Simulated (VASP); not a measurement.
Given:

```xyz
10
Lattice="0.0000 5.7442 5.7442 5.7442 0.0000 5.7442 5.7442 5.7442 0.0000" Properties=species:S:1:pos:R:3 pbc="T T T"
Cs     8.6190     8.5582     8.6013
Cs     2.8936     2.8625     2.8578
Ag     5.7182     5.7298     5.6976
Bi     0.0643     0.0247     0.0252
Br     2.7813     5.7409     5.7567
Br     8.6191     5.8016     5.7569
Br     5.7539     2.9196     5.7717
Br     5.7662     8.5971     5.7512
Br     5.7627     5.7134     2.8580
Br     5.7191     5.7496     8.6210
```

The numbers are results of PBE0 hybrid, VASP's PBE PAW potentials (set 64) (plane waves; VASP), not measurements. Settings: 300 eV cut-off, 2×2×2 Γ-centred mesh, Gaussian smearing of 0.020 eV, potentials Cs_sv Ag Bi_d Br.

At this cut-off the stress carries a Pulay error, which pulls relaxed volumes low.

Question: Which forces act on the atoms, in eV/Å?

Answer: 
```json
[
 {"atom": "Cs1", "Fx": "0.001", "Fy": "0.021", "Fz": "0.000"},
 {"atom": "Cs2", "Fx": "-0.003", "Fy": "0.002", "Fz": "0.009"},
 {"atom": "Ag3", "Fx": "0.141", "Fy": "0.067", "Fz": "0.095"},
 {"atom": "Bi4", "Fx": "-0.766", "Fy": "-0.111", "Fz": "-0.240"},
 {"atom": "Br5", "Fx": "0.537", "Fy": "0.016", "Fz": "-0.015"},
 {"atom": "Br6", "Fx": "0.092", "Fy": "-0.020", "Fz": "0.016"},
 {"atom": "Br7", "Fx": "0.019", "Fy": "-0.224", "Fz": "0.006"},
 {"atom": "Br8", "Fx": "-0.030", "Fy": "0.223", "Fz": "-0.008"},
 {"atom": "Br9", "Fx": "-0.010", "Fy": "0.014", "Fz": "0.018"},
 {"atom": "Br10", "Fx": "0.018", "Fy": "0.011", "Fz": "0.120"}
]
```

Question: Give the stress tensor in GPa (positive for a compressed cell).

Answer: 
```
 0.18   0.00  -0.04
 0.00  -0.71  -0.01
-0.04  -0.01  -0.35
```
The pressure is its mean diagonal, -0.29 GPa.

The structure comes from a computed database's Cs2AgBiBr6 entry; how it stands against other phases isn't given here. The cell was not relaxed at this level, atoms are displaced from their ideal sites. The k-mesh is coarse (spacing up to 0.47 per Å, 2π included), so the numbers may not be converged in it.
